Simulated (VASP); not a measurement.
# Hf in VASP: the effect of functional

The system is Hf, a sheet with vacuum.

```
Hf
1.0
     2.77876    0.00000    0.00000
     0.00000    2.77876    0.00000
     0.00000    0.00000   23.80000
Hf
1
Direct
  0.00000 0.00000 0.29412
```

The cell was built by a generator and needn't be a form met in nature.

Alike in all runs:

```yaml
Program: VASP 6.6.1
Task: work function
Cutoff: 520 eV
k_mesh: 10 × 10 × 1
Occupations: fermi-dirac, width 0.05 eV
Spin: no spin polarisation
```

```csv
functional,potentials or basis,work function (eV)
LDA,"VASP PAW LDA potentials, release 64 (Hf_pv)",?
PBEsol,"VASP PAW PBE potentials, release 64 (Hf_pv)",4.37
RPBE,"VASP PAW PBE potentials, release 64 (Hf_pv)",4.15
revPBE,"VASP PAW PBE potentials, release 64 (Hf_pv)",4.16
BLYP,"VASP PAW PBE potentials, release 64 (Hf_pv)",3.90
PW91,"VASP PAW PBE potentials, release 64 (Hf_pv)",4.31
r2SCAN,"VASP PAW PBE potentials, release 64 (Hf_pv)",4.36
```

Q: What does the run with functional LDA give?

A: Work function 4.49 eV.

Runs at the PBE level aren't shown here.
